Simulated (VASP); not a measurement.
# TaSn (P6/mmm) in VASP: band structure with PBE

Aim: the band structure of TaSn with PBE.

Everything below comes from runs of VASP 6.6.1. Logs are shortened: lines on timing, memory, paths and dates and some standing lists are left out, and cuts for length are marked.

### Step 1. The crystal as given

Symmetry: P6/mmm, No. 191, hexagonal system. The conventional cell has a = 5.793 Å, b = 5.793 Å, c = 4.831 Å, α = 90.00°, β = 90.00°, γ = 120.00°. Ta (site symmetry mmm) has 6 Sn at 2.90 to 2.94 Å and 4 Ta at 2.90 Å as nearest neighbours. Sn (site symmetry -6m2) is surrounded by 6 Ta at 2.94 Å and 3 Sn at 3.34 Å. Around Sn (site symmetry 6/mmm) lie 6 Ta at 2.90 Å.

The cell was built by a generator and needn't be a form met in nature.

### Step 2. Band structure, PBE

Contents of INCAR:

```
PREC = Accurate
ENCUT = 520
EDIFF = 1E-7
ISMEAR = 0
SIGMA = 0.1
LREAL = F
LASPH = T
NELM = 100
ALGO = Normal
ISIF = 2
LWAVE = F
LCHARG = F
LMAXMIX = 4
GGA = PE
```

Contents of KPOINTS:

```
regular mesh
0
Gamma
  6 6 6
```

Contents of POSCAR:

```
TaSn
1.0
    5.7927780000      0.0000000000      0.0000000000
   -2.8963890000      5.0166930000      0.0000000000
    0.0000000000      0.0000000000      4.8311500000
Ta Sn
3 3
Direct
    0.5000000000      0.0000000000      0.0000000000
    0.5000000000      0.5000000000      0.0000000000
    0.0000000000      0.5000000000      0.0000000000
    0.3333330000      0.6666670000      0.5000000000
    0.6666670000      0.3333330000      0.5000000000
    0.0000000000      0.0000000000      0.0000000000
```

Contents of KPOINTS_OPT:

```
path GMKGALHA,LM,KH
15
line-mode
reciprocal
 0.0000000000  0.0000000000  0.0000000000  G
 0.5000000000  0.0000000000  0.0000000000  M

 0.5000000000  0.0000000000  0.0000000000  M
 0.3333333333  0.3333333333  0.0000000000  K

 0.3333333333  0.3333333333  0.0000000000  K
 0.0000000000  0.0000000000  0.0000000000  G

 0.0000000000  0.0000000000  0.0000000000  G
 0.0000000000  0.0000000000  0.5000000000  A

 0.0000000000  0.0000000000  0.5000000000  A
 0.5000000000  0.0000000000  0.5000000000  L

 0.5000000000  0.0000000000  0.5000000000  L
 0.3333333333  0.3333333333  0.5000000000  H

 0.3333333333  0.3333333333  0.5000000000  H
 0.0000000000  0.0000000000  0.5000000000  A

 0.5000000000  0.0000000000  0.5000000000  L
 0.5000000000  0.0000000000  0.0000000000  M

 0.3333333333  0.3333333333  0.0000000000  K
 0.3333333333  0.3333333333  0.5000000000  H
```

Potentials or basis: VASP PAW PBE potentials, release 64 (Ta_pv, Sn_d).

Run with:

```
cat potpaw_PBE.64/Ta_pv/POTCAR potpaw_PBE.64/Sn_d/POTCAR > POTCAR
mpirun -np 1 vasp_std > vasp.out
```

OUTCAR:

```text
PREC = Accurate
   ENCUT = 520
   EDIFF = 1E-7
   ISMEAR = 0
   LREAL = F
   LASPH = T
   NELM = 100
   ISIF = 2
   GGA = PE

 ion  position               nearest neighbor table
   1  0.500  0.000  0.000-   6 2.90   6 2.90   2 2.90   2 2.90   3 2.90   3 2.90   5 2.94   5 2.94
                             4 2.94   4 2.94
   2  0.500  0.500  0.000-   3 2.90   3 2.90   6 2.90   1 2.90   1 2.90   6 2.90   5 2.94   5 2.94
                             4 2.94   4 2.94
   3  0.000  0.500  0.000-   2 2.90   2 2.90   6 2.90   6 2.90   1 2.90   1 2.90   5 2.94   5 2.94
                             4 2.94   4 2.94
   4  0.333  0.667  0.500-   3 2.94   3 2.94   1 2.94   1 2.94   2 2.94   2 2.94   5 3.34   5 3.34
                             5 3.34
   5  0.667  0.333  0.500-   3 2.94   3 2.94   1 2.94   1 2.94   2 2.94   2 2.94   4 3.34   4 3.34
                             4 3.34
   6  0.000  0.000  0.000-   1 2.90   1 2.90   3 2.90   3 2.90   2 2.90   2 2.90

  LATTYP: Found a hexagonal cell.
 ALAT       =     5.7927780000
 C/A-ratio  =     0.8339953646

  Lattice vectors:

 A1 = (   5.7927780000,   0.0000000000,   0.0000000000)
 A2 = (  -2.8963890000,   5.0166930000,   0.0000000000)
 A3 = (   0.0000000000,   0.0000000000,   4.8311500000)

Analysis of symmetry for initial positions (statically):
=====================================================================
 Subroutine PRICEL returns:
 Original cell was already a primitive cell.

 Routine SETGRP: Setting up the symmetry group for a
 hexagonal supercell.

 Subroutine GETGRP returns: Found 24 space group operations
 (whereof 24 operations were pure point group operations)
 out of a pool of 24 trial point group operations.

The static configuration has the point symmetry D_6h.

Analysis of symmetry for dynamics (positions and initial velocities):
=====================================================================
 Subroutine PRICEL returns:
 Original cell was already a primitive cell.

 Routine SETGRP: Setting up the symmetry group for a
 hexagonal supercell.

 Subroutine GETGRP returns: Found 24 space group operations
 (whereof 24 operations were pure point group operations)
 out of a pool of 24 trial point group operations.

The dynamic configuration has the point symmetry D_6h.

 Subroutine INISYM returns: Found 24 space group operations
 (whereof 24 operations are pure point group operations),
 and found     1 'primitive' translations

----------------------------------------------------------------------------------------

                                     Primitive cell

  volume of cell :     140.3961

  direct lattice vectors                    reciprocal lattice vectors
     5.792778000  0.000000000  0.000000000     0.172628746  0.099667251  0.000000000
    -2.896389000  5.016693000  0.000000000     0.000000000  0.199334502  0.000000000
     0.000000000  0.000000000  4.831150000     0.000000000  0.000000000  0.206990054

  length of vectors
     5.792778000  5.792778081  4.831150000     0.199334505  0.199334502  0.206990054

  position of ions in fractional coordinates (direct lattice)
     0.500000000  0.000000000  0.000000000
     0.500000000  0.500000000  0.000000000
     0.000000000  0.500000000  0.000000000
     0.333333000  0.666667000  0.500000000
     0.666667000  0.333333000  0.500000000
     0.000000000  0.000000000  0.000000000

  ion indices of the primitive-cell ions
   primitive index   ion index
                 1           1
                 2           2
                 3           3
                 4           4
                 5           5
                 6           6

----------------------------------------------------------------------------------------

 KPOINTS: regular mesh

Automatic generation of k-mesh.
 Grid dimensions read from file:
 generate k-points for:    6    6    6

 Generating k-lattice:

  Cartesian coordinates                     Fractional coordinates (reciprocal lattice)
     0.028771458  0.016611208  0.000000000     0.166666667  0.000000000  0.000000000
     0.000000000  0.033222417  0.000000000     0.000000000  0.166666667  0.000000000
     0.000000000  0.000000000  0.034498342     0.000000000  0.000000000  0.166666667

  Length of vectors
     0.033222417  0.033222417  0.034498342

  Shift w.r.t. Gamma in fractional coordinates (k-lattice)
     0.000000000  0.000000000  0.000000000

 Subroutine IBZKPT returns following result:
 ===========================================

 Found     28 irreducible k-points:

 Following reciprocal coordinates:
            Coordinates               Weight
  0.000000  0.000000  0.000000      1.000000
  0.166667  0.000000  0.000000      6.000000
  0.333333  0.000000  0.000000      6.000000
  0.500000  0.000000  0.000000      3.000000
  0.166667  0.166667  0.000000      6.000000
  0.333333  0.166667  0.000000     12.000000
[... 16 lines left out ...]
  0.166667  0.000000  0.500000      6.000000
  0.333333  0.000000  0.500000      6.000000
 [... further k-points ...]
   k-points           NKPTS =     28   k-points in BZ     NKDIM =     28   number of bands    NBANDS=     45
   number of dos      NEDOS =    301   number of ions     NIONS =      6
   total plane-waves  NPLWV =  82944
   dimension x,y,z NGX =    48 NGY =   48 NGZ =   36
   dimension x,y,z NGXF=    96 NGYF=   96 NGZF=   72
   ions per type =               3   3
   NGX,Y,Z   is equivalent  to a cutoff of  13.78, 13.78, 12.39 a.u.
   NGXF,Y,Z  is equivalent  to a cutoff of  27.55, 27.55, 24.78 a.u.
 SYSTEM =  unknown system
   PREC   = accura    normal or accurate (medium, high low for compatibility)
   ISTART =      0    job   : 0-new  1-cont  2-samecut
   ICHARG =      2    charge: 1-file 2-atom 10-const
   ISPIN  =      1    spin polarized calculation?
   LNONCOLLINEAR =      F non collinear calculations
   LSORBIT =      F    spin-orbit coupling
   LASPH  =      T    aspherical Exc in radial PAW
   ENCUT  =  520.0 eV  38.22 Ry    6.18 a.u.  10.77 10.77  8.98*2*pi/ulx,y,z
   NELM   =    100;   NELMIN=  2; NELMDL= -5     # of ELM steps
   EDIFF  = 0.1E-06   stopping-criterion for ELM
   LREAL  =      F    real-space projection
   EDIFFG = 0.1E-05   stopping-criterion for IOM
   NSW    =      0    number of steps for IOM
   IBRION =     -1    ionic relax: 0-MD 1-quasi-New 2-CG
   NFREE  =      0    steps in history (QN), initial steepest desc. (CG)
   ISIF   =      2    stress and relaxation
   ISYM   =      2    0-nonsym 1-usesym 2-fastsym
   POTIM  = 0.5000    time-step for ionic-motion
   TEBEG  =    0.0;   TEEND  =   0.0 temperature during run
   PSTRESS=    0.0 pullay stress
   NELECT =      75.0000    total number of electrons
   NUPDOWN=      -1.0000    fix difference up-down
   EMIN   =  10.00;   EMAX   =-10.00  energy-range for DOS
   EFERMI =   0.00;   METHOD = LEGACY
   ISMEAR =     0;   SIGMA  =   0.10  broadening in eV -4-tet -1-fermi 0-gaus
   EFERMI_NEDOS =   21; number of points for ismear=-14 and -15
   IALGO  =     38    algorithm
   IMIX   =      4    mixing-type and parameters
     AMIX     =   0.40;   BMIX     =  1.00
     AMIX_MAG =   1.60;   BMIX_MAG =  1.00
  volume/ion in A,a.u.               =      23.40       157.91
  Fermi-wavevector in a.u.,A,eV,Ry     =   1.328343  2.510205 24.007418  1.764495
  Thomas-Fermi vector in A             =   2.457588
   LORBIT       =      0    0 simple, 1 ext, 2 COOP (PROOUT), +10 PAW based schemes
   GGA     = PE    functional components
   LHFCALC =     F    Hartree Fock is set to
   AEXX    =    0.0000 exact exchange contribution
   IVDW    =     0    specifies the selected vdW correction
   LEPSILON=     F    determine dielectric tensor
   LRPA    =     F    only Hartree local field effects (RPA)
 non-spin polarized calculation
 Gauss-broadening in eV      SIGMA  =   0.10
  energy-cutoff  :      520.00
  volume of cell :      140.40
 maximum number of plane-waves:      3816
 NGX is ok and might be reduce to    48
   NGX = 21   NGY = 21   NGZ = 17

 number of electron      75.0000006 magnetization

 Free energy of the ion-electron system (eV)
  ---------------------------------------------------
  ext. energy  EPLUGINS =         0.00000000
  ---------------------------------------------------
  free energy    TOTEN  =       -46.70020779 eV

  energy without entropy =      -46.69103733  energy(sigma->0) =      -46.69562256

 E-fermi :   6.6366     XC(G=0): -10.9309

 val. band max:        6.6061244154   @ k =   0.0000   0.0000   0.5000
 cond. band min:       6.6668290567   @ k =   0.3333   0.3333   0.1667
 fundamental gap:      0.0607046413
 Fermi energy:         6.6366414701

 k-point     1 :       0.0000    0.0000    0.0000
  band No.  band energies     occupation
      1     -28.1134      2.00000
      2     -27.9406      2.00000
      3     -27.8771      2.00000
      4     -27.8770      2.00000
      5     -27.8219      2.00000
      6     -27.8218      2.00000
[... 37 lines left out ...]
     44       9.7382      0.00000
     45       9.7722      0.00000

 k-point     2 :       0.1667    0.0000    0.0000
  band No.  band energies     occupation
      1     -28.0690      2.00000
      2     -27.9336      2.00000
      3     -27.8690      2.00000
      4     -27.8460      2.00000
      5     -27.8290      2.00000
      6     -27.8219      2.00000
[... 37 lines left out ...]
     44       9.6572      0.00000
     45       9.7965      0.00000

 k-point     3 :       0.3333    0.0000    0.0000
  band No.  band energies     occupation
      1     -27.9822      2.00000
      2     -27.9158      2.00000
      3     -27.8472      2.00000
      4     -27.8220      2.00000
      5     -27.8122      2.00000
      6     -27.7617      2.00000
[... 997 lines left out ...]
     44       9.1636      0.00000
     45       9.3117      0.00000

 k-point    24 :       0.3333    0.0000    0.5000
  band No.  band energies     occupation
      1     -27.9800      2.00000
      2     -27.9214      2.00000
      3     -27.8485      2.00000
      4     -27.8216      2.00000
      5     -27.8116      2.00000
      6     -27.7618      2.00000
[... 37 lines left out ...]
     44       8.8909      0.00000
     45       9.2979      0.00000

 [... further k-points ...]

------------------------ aborting loop because EDIFF is reached ----------------------------------------

  FORCE on cell =-STRESS in cart. coord.  units (eV):
  Direction    XX          YY          ZZ          XY          YZ          ZX
  --------------------------------------------------------------------------------------
  -------------------------------------------------------------------------------------
  Total        0.0027272      0.0027272     -0.0087895      0.0000000      0.0000000      0.0000000
  in kB        0.0311223      0.0311223     -0.1003045      0.0000000      0.0000000      0.0000000
  external PRESSURE =      -0.0126866 kB  Pullay stress =       0.0000000 kB

 VOLUME and BASIS-vectors are now :
 -----------------------------------------------------------------------------
  energy-cutoff  :      520.00
  volume of cell :      140.40
      direct lattice vectors                 reciprocal lattice vectors
     5.792778000  0.000000000  0.000000000     0.172628746  0.099667251  0.000000000
    -2.896389000  5.016693000  0.000000000     0.000000000  0.199334502  0.000000000
     0.000000000  0.000000000  4.831150000     0.000000000  0.000000000  0.206990054

 POSITION                                       TOTAL-FORCE (eV/Angst)
 -----------------------------------------------------------------------------------
      2.89639      0.00000      0.00000        -0.000000      0.000000      0.000000
      1.44819      2.50835      0.00000        -0.000000      0.000000      0.000000
     -1.44819      2.50835      0.00000        -0.000000      0.000000      0.000000
     -0.00000      3.34446      2.41558         0.000000     -0.000000      0.000000
      2.89639      1.67223      2.41558        -0.000000     -0.000000      0.000000
      0.00000      0.00000      0.00000        -0.000000      0.000000      0.000000
 -----------------------------------------------------------------------------------
    total drift:                                0.000000      0.000000      0.000000

  FREE ENERGIE OF THE ION-ELECTRON SYSTEM (eV)
  ---------------------------------------------------
  free  energy   TOTEN  =       -46.7002077920 eV

  energy  without entropy=      -46.6910373265  energy(sigma->0) =      -46.69562256
```

It took 11 min on 1 thread of Intel Xeon Platinum 8259CL at 2.50GHz (Skylake/Cascade Lake), shared host; peak memory 0.44 GiB.

What came out:

```
Free energy             : -46.7002 eV
Pressure                : 0.0 GPa
Band gap along the path : none (metal or under the smearing width)
```

Levels at the corners of the path, in eV from the Fermi level:
| point | band 33 | band 34 | band 35 | band 36 | band 37 | band 38 | band 39 | band 40 | band 41 | band 42 |
| --- | --- | --- | --- | --- | --- | --- | --- | --- | --- | --- |
| Γ | -1.64 | -1.64 | -1.58 | -1.58 | -0.80 | -0.80 | 2.13 | 2.58 | 2.58 | 2.71 |
| M | -1.74 | -1.72 | -1.54 | -0.96 | -0.28 | 0.19 | 0.57 | 0.92 | 2.25 | 2.68 |
| M | -1.74 | -1.72 | -1.54 | -0.96 | -0.28 | 0.19 | 0.57 | 0.92 | 2.25 | 2.68 |
| K | -1.76 | -1.56 | -1.56 | -1.23 | 0.12 | 0.12 | 0.62 | 0.62 | 2.21 | 2.81 |
| K | -1.76 | -1.56 | -1.56 | -1.23 | 0.12 | 0.12 | 0.62 | 0.62 | 2.21 | 2.81 |
| Γ | -1.64 | -1.64 | -1.58 | -1.58 | -0.80 | -0.80 | 2.13 | 2.58 | 2.58 | 2.71 |
| Γ | -1.64 | -1.64 | -1.58 | -1.58 | -0.80 | -0.80 | 2.13 | 2.58 | 2.58 | 2.71 |
| A | -1.65 | -1.65 | -1.60 | -0.82 | -0.79 | -0.79 | -0.03 | 0.66 | 0.66 | 2.43 |
| A | -1.65 | -1.65 | -1.60 | -0.82 | -0.79 | -0.79 | -0.03 | 0.66 | 0.66 | 2.43 |
| L | -2.75 | -1.17 | -0.29 | -0.25 | -0.23 | 0.13 | 0.36 | 0.45 | 0.67 | 1.29 |
| L | -2.75 | -1.17 | -0.29 | -0.25 | -0.23 | 0.13 | 0.36 | 0.45 | 0.67 | 1.29 |
| H | -1.63 | -1.63 | -1.03 | -0.28 | -0.28 | 0.36 | 0.56 | 0.99 | 1.33 | 1.33 |
| H | -1.63 | -1.63 | -1.03 | -0.28 | -0.28 | 0.36 | 0.56 | 0.99 | 1.33 | 1.33 |
| A | -1.65 | -1.65 | -1.60 | -0.82 | -0.79 | -0.79 | -0.03 | 0.66 | 0.66 | 2.42 |
| L | -2.75 | -1.17 | -0.29 | -0.25 | -0.23 | 0.13 | 0.36 | 0.45 | 0.67 | 1.29 |
| M | -1.74 | -1.72 | -1.54 | -0.96 | -0.28 | 0.19 | 0.57 | 0.92 | 2.25 | 2.68 |
| K | -1.76 | -1.56 | -1.56 | -1.23 | 0.12 | 0.12 | 0.62 | 0.62 | 2.21 | 2.81 |
| H | -1.63 | -1.63 | -1.03 | -0.28 | -0.28 | 0.36 | 0.56 | 0.99 | 1.33 | 1.33 |

Caveat: spin-orbit coupling is left out, which moves the levels of the heavy elements.
